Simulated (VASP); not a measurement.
Here is the system:

```
Ge3Si
1.0
    5.59729    -0.00043    -0.00043
   -0.00043     5.59729    -0.00043
   -0.00043    -0.00043     5.59729
Si Ge
2 6
Direct
  0.00264   0.00264   0.00264
  0.24736   0.24736   0.24736
  0.49718   0.49718   0.00287
  0.75282   0.75282   0.24713
  0.49718   0.00287   0.49718
  0.75282   0.24713   0.75282
  0.00287   0.49718   0.49718
  0.24713   0.75282   0.75282
```

The numbers are results of PBEsol GGA, VASP's PBE PAW potentials (set 64) (plane waves; VASP), not measurements. Numerical set-up: 400 eV cut-off, 6×6×6 Γ-centred mesh, tetrahedra with Blöchl corrections, potentials Si Ge_d.

### Question
What does the run give for the energy per atom (σ→0), band gap (on the k-mesh) with the smallest direct gap where there is one?

### Answer

The band gap (on the k-mesh) is 0.23 eV. The smallest direct gap (on the k-mesh) comes out as 0.47 eV and the energy per atom (σ→0) comes out as -5.130 eV/atom.

The absolute energy has meaning only against runs of the same code, potentials and settings.

The structure was generated: Ge6Si2 was put into an ordered model structure (R-3m), which need not be its known phase. It was relaxed first.
